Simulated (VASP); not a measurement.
Computed with LDA (Ceperley-Alder, Perdew-Zunger), VASP's LDA PAW potentials (set 64) (plane waves; VASP).

VASP ran on this input.

### POSCAR
```
LiH
1.950990
  0.0000000000   1.0000000099   1.0000000099
  1.0000000099   0.0000000000   1.0000000099
  1.0000000099   1.0000000099   0.0000000000
Li H
1 1
Cart
  0.0000000000   0.0000000000   0.0000000000
  1.0000000099   1.0000000099   1.0000000099
```

INCAR:
```
ALGO = Normal
EDIFF = 1E-8
ENCUT = 520
IBRION = 8
ISMEAR = 0
LASPH = .TRUE.
LCHARG = .FALSE.
LEPSILON = .TRUE.
LREAL = .FALSE.
LWAVE = .FALSE.
NELM = 100
NSW = 1
PREC = Accurate
SIGMA = 0.01
SYSTEM = LiH
```

**KPOINTS**
```
Automatic mesh
0
Gamma
 12 12 12
```

POTCAR, in this order: Li_sv H (LDA.64 set). Program: vasp_std.

Output of the run:

**OUTCAR**
```


 HEAD OF MICROSCOPIC STATIC DIELECTRIC TENSOR (INDEPENDENT PARTICLE, excluding Hartree and local field effects)
 ------------------------------------------------------
           5.176298     0.000000    -0.000000
          -0.000000     5.176298     0.000000
           0.000000     0.000000     5.176298
 ------------------------------------------------------

 MACROSCOPIC STATIC DIELECTRIC TENSOR (including local field effects in DFT)
 ------------------------------------------------------
           5.037524     0.000000     0.000000
          -0.000000     5.037524     0.000000
           0.000000     0.000000     5.037524
 ------------------------------------------------------

 PIEZOELECTRIC TENSOR (including local field effects)  for field in x, y, z        (e  Angst)
          XX          YY          ZZ          XY          YZ          ZX
  --------------------------------------------------------------------------------
  x     0.00000     0.00000     0.00000     0.00000     0.00000     0.00000
  y     0.00000     0.00000     0.00000     0.00000     0.00000     0.00000
  z     0.00000     0.00000     0.00000     0.00000     0.00000     0.00000

 PIEZOELECTRIC TENSOR (including local field effects)  for field in x, y, z        (C/m^2)
          XX          YY          ZZ          XY          YZ          ZX
  --------------------------------------------------------------------------------
  x     0.00000     0.00000     0.00000     0.00000     0.00000     0.00000
  y     0.00000     0.00000     0.00000     0.00000     0.00000     0.00000
  z     0.00000     0.00000     0.00000     0.00000     0.00000     0.00000

 BORN EFFECTIVE CHARGES (including local field effects) (in |e|, cummulative output)
 ---------------------------------------------------------------------------------
 ion    1
    1     1.02632     0.00000     0.00000
    2     0.00000     1.02632     0.00000
    3    -0.00000    -0.00000     1.02632
 ion    2
    1    -1.02632    -0.00000    -0.00000
    2    -0.00000    -1.02632    -0.00000
    3     0.00000     0.00000    -1.02632

   1 f  =   19.669173 THz   123.585057 2PiTHz  656.092979 cm-1    81.345125 meV

   2 f  =   19.669173 THz   123.585057 2PiTHz  656.092979 cm-1    81.345125 meV

   3 f  =   19.669173 THz   123.585057 2PiTHz  656.092979 cm-1    81.345125 meV

   4 f/i=    0.005045 THz     0.031701 2PiTHz    0.168296 cm-1     0.020866 meV

   5 f/i=    0.005045 THz     0.031701 2PiTHz    0.168296 cm-1     0.020866 meV

   6 f/i=    0.005045 THz     0.031701 2PiTHz    0.168296 cm-1     0.020866 meV

 MACROSCOPIC STATIC DIELECTRIC TENSOR IONIC CONTRIBUTION
 ------------------------------------------------------
           9.258142     0.000000     0.000000
           0.000000     9.258142     0.000000
           0.000000     0.000000     9.258142
 ------------------------------------------------------

 ELASTIC MODULI CONTR FROM IONIC RELAXATION (kBar)
 Direction    XX          YY          ZZ          XY          YZ          ZX
 --------------------------------------------------------------------------------
 XX           0.0000      0.0000      0.0000      0.0000      0.0000      0.0000
 YY           0.0000      0.0000      0.0000      0.0000      0.0000      0.0000
 ZZ           0.0000      0.0000      0.0000      0.0000      0.0000      0.0000
 XY           0.0000      0.0000      0.0000      0.0000      0.0000      0.0000
 YZ           0.0000      0.0000      0.0000      0.0000      0.0000      0.0000
 ZX           0.0000      0.0000      0.0000      0.0000      0.0000      0.0000
 --------------------------------------------------------------------------------

 PIEZOELECTRIC TENSOR IONIC CONTR  for field in x, y, z        (C/m^2)
          XX          YY          ZZ          XY          YZ          ZX
  --------------------------------------------------------------------------------
  x     0.00000     0.00000     0.00000     0.00000     0.00000     0.00000
  y     0.00000     0.00000     0.00000     0.00000     0.00000     0.00000
  z     0.00000     0.00000     0.00000     0.00000     0.00000     0.00000
```
(Selected blocks of OUTCAR.)

The dielectric response may not be converged in the k-mesh; for small gaps it tends to come out too large.

The compound is LiH in the rock salt structure. It was relaxed first, which changed the volume by -13 %.
